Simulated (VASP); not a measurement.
# MgO: input slips in a phonon run and what they do, part 2 of 2

Some phonon runs on MgO get a fault in the input on purpose. Which of them show, and how? The starting structure is a cell with measured lattice constants from the literature and the atomic positions of a Crystallography Open Database entry.

VASP 6.6.1.

Results so far: reference T1u 423.4 cm⁻¹.

## 3. Modes with a k mesh far too coarse

Level of this step: LDA; plane waves and PAW (Mg, O) (VASP).

A slip made on purpose: a k mesh far too coarse. Against step 2 the input has a 2×2×2 mesh (also changed: NELM and KPAR).

The input, INCAR:

```
SYSTEM = MgO
PREC = Accurate
ENCUT = 520
EDIFF = 1E-08
NELM = 60
ISMEAR = 0
SIGMA = 0.03
LREAL = .FALSE.
ALGO = Normal
GGA = CA
NBANDS = 10
LORBIT = 11
LWAVE = .FALSE.
LCHARG = .FALSE.
IBRION = 8
LEPSILON = .TRUE.
LPEAD = .TRUE.
ISIF = 2
```

The input, POSCAR:

```
MgO
1.0
    0.0000000000      2.0730463737      2.0730463737
    2.0730463737      0.0000000000      2.0730463737
    2.0730463737      2.0730463737      0.0000000000
Mg O
1 1
Direct
    0.0000000000      0.0000000000      0.0000000000
    0.5000000000      0.5000000000      0.5000000000
```

The input, KPOINTS:

```
Automatic mesh
0
Gamma
2 2 2
0 0 0
```

The projector-augmented-wave data sets are Mg and O (LDA family, release 64).

Run with:

```sh
mpirun -np 4 vasp_std
```

The program printed:

```text
[banner, memory and clock lines left out]
running    4 mpi-ranks, on    1 nodes
[...]
LDA part: xc-table for (Slater(with rela. corr.)+CA(PZ))
 , standard interpolation
|                                                                             |
|           W    W    AA    RRRRR   N    N  II  N    N   GGGG   !!!           |
|           W    W   A  A   R    R  NN   N  II  NN   N  G    G  !!!           |
|           W    W  A    A  R    R  N N  N  II  N N  N  G       !!!           |
|           W WW W  AAAAAA  RRRRR   N  N N  II  N  N N  G  GGG   !            |
|           WW  WW  A    A  R   R   N   NN  II  N   NN  G    G                |
|           W    W  A    A  R    R  N    N  II  N    N   GGGG   !!!           |
|                                                                             |
|     The number of bands has been changed from the values supplied in        |
|     The orbitals not found in the WAVECAR file will be initialized with     |
|     random numbers, which is usually adequate. For correlated               |
[...]
RMM:   9    -0.223835642763E-02    0.53846E-09   -0.11802E-14   151   0.407E-06    0.550E-07
 first order change of Fermi-energy  -0.17438E-07
 force on displaced ion       1 direction 1 :  -5.341   0.000   0.000
 Born effective charge ion    1 direction 1 :   1.934   0.000   0.000
 Linear response progress:
  Degree of freedom:   2/  2
       N       E                     dE             d eps       ncg     rms          rms(c)
RMM:   1    -0.347222516709E+00   -0.34722E+00    0.42381E-01   156   0.357E+00
RMM:   2    -0.351983456438E+00   -0.47609E-02   -0.12177E-03   143   0.229E-01    0.162E-01
RMM:   3    -0.353476188430E+00   -0.14927E-02   -0.52367E-04   130   0.141E-01    0.828E-02
RMM:   4    -0.355883086486E+00   -0.24069E-02   -0.47057E-04   124   0.137E-01    0.226E-02
[...]
RMM:   8    -0.355969955927E+00    0.19817E-06   -0.18436E-11   152   0.353E-05    0.233E-05
RMM:   9    -0.355969969563E+00   -0.13637E-07    0.12771E-11   156   0.109E-05    0.204E-06
RMM:  10    -0.355969966525E+00    0.30386E-08    0.35616E-12   103   0.679E-07    0.614E-07
 first order change of Fermi-energy  -0.18453E-07
 force on displaced ion       2 direction 1 :  -5.339   0.000   0.000
 Born effective charge ion    2 direction 1 :  -2.014   0.000   0.000
 Born effective charges drift removed
 Linear response finished
```

The job ended after 5.6 s (4 MPI ranks of Intel Xeon Platinum 8259CL at 2.50GHz (Skylake/Cascade Lake), shared host; peak memory 0.43 GiB).

Parts of OUTCAR (step 3):

```text
  Total        0.5790740      0.5790740      0.5790740      0.0000000      0.0000000     -0.0000000
  in kB       52.0700067     52.0700067     52.0700067      0.0000000      0.0000000     -0.0000000
  external PRESSURE =      52.0700067 kB  Pullay stress =       0.0000000 kB

 POSITION                                       TOTAL-FORCE (eV/Angst)
 -----------------------------------------------------------------------------------
      0.00000      0.00000      0.00000         0.000000      0.000000      0.000000
      2.07305      2.07305      2.07305        -0.000000     -0.000000     -0.000000
 -----------------------------------------------------------------------------------
    total drift:                               -0.000000     -0.000000      0.000000

 MACROSCOPIC STATIC DIELECTRIC TENSOR (including local field effects in DFT)
 ------------------------------------------------------
           2.951213     0.000000    -0.000000
           0.000000     2.951213     0.000000
          -0.000000    -0.000000     2.951213
 ------------------------------------------------------

 MACROSCOPIC STATIC DIELECTRIC TENSOR IONIC CONTRIBUTION
 ------------------------------------------------------
           7.243267    -0.000000    -0.000000
          -0.000000     7.243267     0.000000
          -0.000000     0.000000     7.243267
 ------------------------------------------------------

[... 1 part as in an earlier step ...]

[... 1 further part left out ...]
```

With a k mesh far too coarse the mode is T1u 387.9 cm⁻¹, -35.5 cm⁻¹ from the reference.

## 4. Modes with perturbation theory asked for with a meta-GGA

A slip made on purpose: perturbation theory asked for with a meta-GGA. Against step 2 the input has METAGGA = R2SCAN, LASPH = .TRUE. and no GGA (also changed: NELM).

Changes to INCAR since step 3:

```diff
@@ -9,3 +9,2 @@
 ALGO = Normal
-GGA = CA
 NBANDS = 10
@@ -14,2 +13,3 @@
 LCHARG = .FALSE.
+KPAR = 4
 IBRION = 8
@@ -18 +18,3 @@
 ISIF = 2
+METAGGA = R2SCAN
+LASPH = .TRUE.
```

POSCAR is that of step 3.

The input, KPOINTS:

```
Automatic mesh
0
Gamma
12 12 12
0 0 0
```

Run with:

```sh
mpirun -np 4 vasp_std
```

The program printed:

```text
[banner, memory and clock lines left out]
running    4 mpi-ranks, on    1 nodes
[...]
|                                                                             |
|               ----> ADVICE to this user running VASP <----                  |
|                                                                             |
|     You enforced a specific xc type in the INCAR file but a different       |
|     [... a line on the potential file left out ...]
|     I HOPE YOU KNOW WHAT YOU ARE DOING!                                     |
|                                                                             |

 LDA part: xc-table for (None), standard interpolation
 POSCAR, INCAR and KPOINTS ok, starting setup
[...]
entering main loop
       N       E                     dE             d eps       ncg     rms          rms(c)
DAV:   1    -0.302891160194E+02   -0.30289E+02   -0.49957E+03  1648   0.738E+02
DAV:   2    -0.574036631625E+02   -0.27115E+02   -0.26523E+02  1614   0.148E+02
[...]
1 F= -.54214211E+02 E0= -.54214211E+02  d E =-.185000E-17
|                                                                             |
|     EEEEEEE  RRRRRR   RRRRRR   OOOOOOO  RRRRRR      ###     ###     ###     |
|     E        R     R  R     R  O     O  R     R     ###     ###     ###     |
|     E        R     R  R     R  O     O  R     R     ###     ###     ###     |
|     EEEEE    RRRRRR   RRRRRR   O     O  RRRRRR       #       #       #      |
|     E        R   R    R   R    O     O  R   R                               |
|     E        R    R   R    R   O     O  R    R      ###     ###     ###     |
|     EEEEEEE  R     R  R     R  OOOOOOO  R     R     ###     ###     ###     |
|                                                                             |
|     You have switched on METAGGA and linear-response routines. This         |
|     combination is currently not supported. If you have selected            |
|     LEPSILON=.TRUE., you can try using LCALCEPS=.TRUE. instead. In all      |
|     other cases, VASP will stop. SOOO sorry...                              |
|                                                                             |
|       ---->  I REFUSE TO CONTINUE WITH THIS SICK JOB ... BYE!!! <----       |
|                                                                             |

1
1
1
1
```

Elapsed: 22 s, on 4 MPI ranks.

VASP stopped with this message: “You have switched on METAGGA and linear-response routines. This combination is currently not supported. If you have selected LEPSILON=.TRUE., you can try using LCALCEPS=.TRUE. instead”.

## 5. Modes with a structure that was not relaxed

A slip made on purpose: a structure that was not relaxed. Against step 2 the input has another starting structure (also changed: NELM).

Changes to INCAR since step 4:

```diff
@@ -9,2 +9,3 @@
 ALGO = Normal
+GGA = CA
 NBANDS = 10
@@ -18,3 +19 @@
 ISIF = 2
-METAGGA = R2SCAN
-LASPH = .TRUE.
```

The input, POSCAR:

```
MgO
1.0
    0.0000000000      2.1064000000      2.1064000000
    2.1064000000      0.0000000000      2.1064000000
    2.1064000000      2.1064000000      0.0000000000
Mg O
1 1
Direct
    0.0000000000      0.0000000000      0.0000000000
    0.5000000000      0.5000000000      0.5000000000
```

KPOINTS is that of step 4.

Run with:

```sh
mpirun -np 4 vasp_std
```

The program printed:

```text
[... set-up lines as in an earlier step ...]
 entering main loop
       N       E                     dE             d eps       ncg     rms          rms(c)
DAV:   1     0.120532822780E+02    0.12053E+02   -0.47333E+03  1640   0.717E+02
DAV:   2    -0.144211839989E+02   -0.26474E+02   -0.26034E+02  1598   0.139E+02
DAV:   3    -0.149934688029E+02   -0.57228E+00   -0.57179E+00  1688   0.185E+01
DAV:   4    -0.149947018470E+02   -0.12330E-02   -0.12330E-02  1596   0.975E-01
[...]
DAV:  11    -0.134243618462E+02    0.79775E-06   -0.39740E-06  1560   0.113E-02    0.297E-03
DAV:  12    -0.134243618541E+02   -0.79382E-08   -0.15071E-07  1606   0.287E-03    0.713E-04
DAV:  13    -0.134243618509E+02    0.32460E-08   -0.57701E-09   874   0.853E-04
   1 F= -.13424362E+02 E0= -.13424362E+02  d E =-.310029E-15
 Linear response reoptimize wavefunctions to high precision
DAV:   1    -0.134243618517E+02   -0.80723E-09   -0.16459E-10   934   0.139E-04
DAV:   2    -0.134243618517E+02   -0.23874E-10   -0.97401E-12   788   0.332E-05
 Linear response to external field (no local field effect), progress :
[...]
RMM:   9    -0.197440763536E-02    0.38663E-08   -0.53253E-13  4899   0.348E-06    0.466E-07
 first order change of Fermi-energy   0.38452E-04
 force on displaced ion       1 direction 1 :  -5.050   0.000   0.000
 Born effective charge ion    1 direction 1 :   1.968   0.000   0.000
 Linear response progress:
  Degree of freedom:   2/  2
       N       E                     dE             d eps       ncg     rms          rms(c)
RMM:   1    -0.348658995732E+00   -0.34866E+00    0.38362E-01  5854   0.425E+00
RMM:   2    -0.349197096889E+00   -0.53810E-03   -0.17121E-03  5136   0.329E-01    0.129E-01
RMM:   3    -0.350525762233E+00   -0.13287E-02   -0.35199E-04  4928   0.135E-01    0.688E-02
RMM:   4    -0.352547325435E+00   -0.20216E-02   -0.35792E-04  4669   0.139E-01    0.169E-02
[...]
RMM:   8    -0.352541375071E+00    0.12998E-06   -0.67612E-11  5660   0.500E-05    0.156E-05
RMM:   9    -0.352541425443E+00   -0.50372E-07   -0.30798E-11  5623   0.147E-05    0.215E-06
RMM:  10    -0.352541429807E+00   -0.43632E-08   -0.29729E-11  4191   0.415E-06    0.482E-07
 first order change of Fermi-energy   0.12046E-02
 force on displaced ion       2 direction 1 :  -5.075   0.000   0.000
 Born effective charge ion    2 direction 1 :  -1.968   0.000   0.000
 Born effective charges drift removed
 Linear response finished
```

Wall time 37 s (4 MPI ranks); peak memory 1.1 GiB; 2.4 min of CPU time.

Parts of OUTCAR (step 5):

```text
  Total       -0.9090584     -0.9090584     -0.9090584     -0.0000000     -0.0000000      0.0000000
  in kB      -77.9201556    -77.9201556    -77.9201556     -0.0000000     -0.0000000      0.0000000
  external PRESSURE =     -77.9201556 kB  Pullay stress =       0.0000000 kB

 POSITION                                       TOTAL-FORCE (eV/Angst)
 -----------------------------------------------------------------------------------
      0.00000      0.00000      0.00000         0.000000      0.000000      0.000000
      2.10640      2.10640      2.10640        -0.000000     -0.000000      0.000000
 -----------------------------------------------------------------------------------
    total drift:                               -0.000000     -0.000000      0.000000

 MACROSCOPIC STATIC DIELECTRIC TENSOR (including local field effects in DFT)
 ------------------------------------------------------
           3.149674    -0.000000     0.000000
          -0.000000     3.149674     0.000000
          -0.000000    -0.000000     3.149674
 ------------------------------------------------------

 MACROSCOPIC STATIC DIELECTRIC TENSOR IONIC CONTRIBUTION
 ------------------------------------------------------
           7.408887     0.000000     0.000000
           0.000000     7.408887     0.000000
           0.000000     0.000000     7.408887
 ------------------------------------------------------

[... 1 part as in an earlier step ...]

[... 1 further part left out ...]
```

With a structure that was not relaxed the mode is T1u 377.8 cm⁻¹, -45.6 cm⁻¹ from the reference.

## 6. Modes with a cutoff far too low

A slip made on purpose: a cutoff far too low. Against step 2 the input has ENCUT = 220 (also changed: NELM).

Changes to INCAR since step 5:

```diff
@@ -2,3 +2,3 @@
 PREC = Accurate
-ENCUT = 520
+ENCUT = 220
 EDIFF = 1E-08
```

The input, POSCAR:

```
MgO
1.0
    0.0000000000      2.0730463737      2.0730463737
    2.0730463737      0.0000000000      2.0730463737
    2.0730463737      2.0730463737      0.0000000000
Mg O
1 1
Direct
    0.0000000000      0.0000000000      0.0000000000
    0.5000000000      0.5000000000      0.5000000000
```

KPOINTS is that of step 5.

Run with:

```sh
mpirun -np 4 vasp_std
```

The program printed:

```text
[... set-up lines as in an earlier step ...]
 entering main loop
       N       E                     dE             d eps       ncg     rms          rms(c)
DAV:   1    -0.430417748423E+01   -0.43042E+01   -0.30496E+03  1828   0.343E+02
DAV:   2    -0.145262607073E+02   -0.10222E+02   -0.10104E+02  1636   0.791E+01
DAV:   3    -0.146481591333E+02   -0.12190E+00   -0.12186E+00  1660   0.709E+00
DAV:   4    -0.146482789601E+02   -0.11983E-03   -0.11983E-03  1564   0.251E-01
[...]
DAV:  12    -0.138779048014E+02   -0.38003E-07   -0.17686E-08  1518   0.108E-03    0.381E-04
DAV:  13    -0.138779047779E+02    0.23443E-07   -0.40104E-09   804   0.451E-04    0.138E-05
DAV:  14    -0.138779047772E+02    0.72384E-09   -0.46976E-11   786   0.544E-05
   1 F= -.13877905E+02 E0= -.13877905E+02  d E =-.687351E-22
 Linear response reoptimize wavefunctions to high precision
DAV:   1    -0.138779047769E+02    0.30013E-09   -0.96831E-12   810   0.212E-05
DAV:   2    -0.138779047769E+02    0.24784E-10   -0.95735E-13   770   0.461E-06
 Linear response to external field (no local field effect), progress :
[...]
RMM:   9    -0.208503151092E-02    0.15934E-08   -0.52625E-12  4506   0.345E-06    0.216E-07
 first order change of Fermi-energy   0.66353E-04
 force on displaced ion       1 direction 1 :  -5.777   0.000   0.000
 Born effective charge ion    1 direction 1 :   1.961   0.000   0.000
 Linear response progress:
  Degree of freedom:   2/  2
       N       E                     dE             d eps       ncg     rms          rms(c)
RMM:   1    -0.335501356434E+00   -0.33550E+00    0.39835E-01  5910   0.337E+00
RMM:   2    -0.339911869324E+00   -0.44105E-02   -0.13742E-03  5141   0.271E-01    0.376E-01
RMM:   3    -0.340480908282E+00   -0.56904E-03   -0.14003E-04  5446   0.892E-02    0.208E-01
RMM:   4    -0.342928857230E+00   -0.24479E-02   -0.20597E-04  5082   0.103E-01    0.592E-03
[...]
RMM:   9    -0.343016799695E+00   -0.14192E-06   -0.34045E-11  5635   0.136E-05    0.168E-06
RMM:  10    -0.343016767404E+00    0.32291E-07   -0.33833E-12  4732   0.562E-06    0.306E-07
RMM:  11    -0.343016770014E+00   -0.26098E-08   -0.67966E-11  3011   0.441E-06    0.114E-07
 first order change of Fermi-energy   0.10761E-02
 force on displaced ion       2 direction 1 :  -5.770   0.000   0.000
 Born effective charge ion    2 direction 1 :  -1.960   0.000   0.000
 Born effective charges drift removed
 Linear response finished
```

It took 9.8 s on 4 MPI ranks; peak memory 0.57 GiB; 37 s of CPU time.

From OUTCAR (step 6):

```text
  Total      -14.7848724    -14.7848724    -14.7848724      0.0000000      0.0000000      0.0000000
  in kB    -1329.4472691  -1329.4472691  -1329.4472691      0.0000000      0.0000000      0.0000000
  external PRESSURE =   -1329.4472691 kB  Pullay stress =       0.0000000 kB

 POSITION                                       TOTAL-FORCE (eV/Angst)
 -----------------------------------------------------------------------------------
      0.00000      0.00000      0.00000         0.000000      0.000000     -0.000000
      2.07305      2.07305      2.07305        -0.000000     -0.000000      0.000000
 -----------------------------------------------------------------------------------
    total drift:                               -0.000000     -0.000000     -0.000000

 MACROSCOPIC STATIC DIELECTRIC TENSOR (including local field effects in DFT)
 ------------------------------------------------------
           3.111555    -0.000000    -0.000000
           0.000000     3.111555    -0.000000
          -0.000000     0.000000     3.111555
 ------------------------------------------------------

 MACROSCOPIC STATIC DIELECTRIC TENSOR IONIC CONTRIBUTION
 ------------------------------------------------------
           6.760377    -0.000000     0.000000
          -0.000000     6.760377     0.000000
           0.000000     0.000000     6.760377
 ------------------------------------------------------

[... 1 part as in an earlier step ...]

[... 1 further part left out ...]
```

With a cutoff far too low the mode is T1u 403.4 cm⁻¹, -20.0 cm⁻¹ from the reference.

## 7. Comparison

| run | ended | T1u | core minutes |
| --- | --- | --- | --- |
| reference | converged | 423.4 | 2.8 |
| a k mesh far too coarse | converged | 387.9 | 0.373 |
| perturbation theory asked for with a meta-GGA | stopped by VASP | - | 1.47 |
| a structure that was not relaxed | converged | 377.8 | 2.47 |
| a cutoff far too low | converged | 403.4 | 0.653 |

Modes are in cm⁻¹, degenerate ones as one, matched between runs by symmetry and order. A number in brackets counts the listed modes of one symmetry from the lowest. The symmetry labels come from an automatic analysis and can be wrong where levels nearly coincide. Core minutes are wall time times ranks of the run shown, on a shared host.

## 8. Results

* T1u, reference: 423.4 cm⁻¹
* T1u, a k mesh far too coarse: 387.9 cm⁻¹
* T1u, a structure that was not relaxed: 377.8 cm⁻¹
* T1u, a cutoff far too low: 403.4 cm⁻¹
* run with perturbation theory asked for with a meta-GGA: stopped by VASP

In words: VASP stopped by itself in the run with perturbation theory asked for with a meta-GGA. Finished, but with signs in the output that stand out against the reference: a k mesh far too coarse, with modes off by up to -36 cm⁻¹, in T1u (signs: a pressure of 5.2 GPa on the undisplaced cell); a structure that was not relaxed, with modes off by up to -46 cm⁻¹, in T1u (signs: a pressure of -7.8 GPa on the undisplaced cell); a cutoff far too low, with modes off by up to -20 cm⁻¹, in T1u (signs: a pressure of -132.9 GPa on the undisplaced cell). The dielectric constants and Born charges in the logs aren't compared here; at a small gap they can be far off, and in a run without a gap they mean nothing. The frequencies are harmonic, and the splitting of polar modes by their long-range field is left out. Further runs on this material are not shown.

[Lines on the potential files, build, host, timing and source positions are cut from VASP's logs without a mark.]

[Logs are printed without paths, hosts, clocks, repeated set-up lines and the standing remarks that a program may print on its own settings, such as how far it seeks lower states.]

[Hosts, paths, dates, database ids (printed as entryN), source tags and the programs' standing remarks are cut or masked in the printed files.]
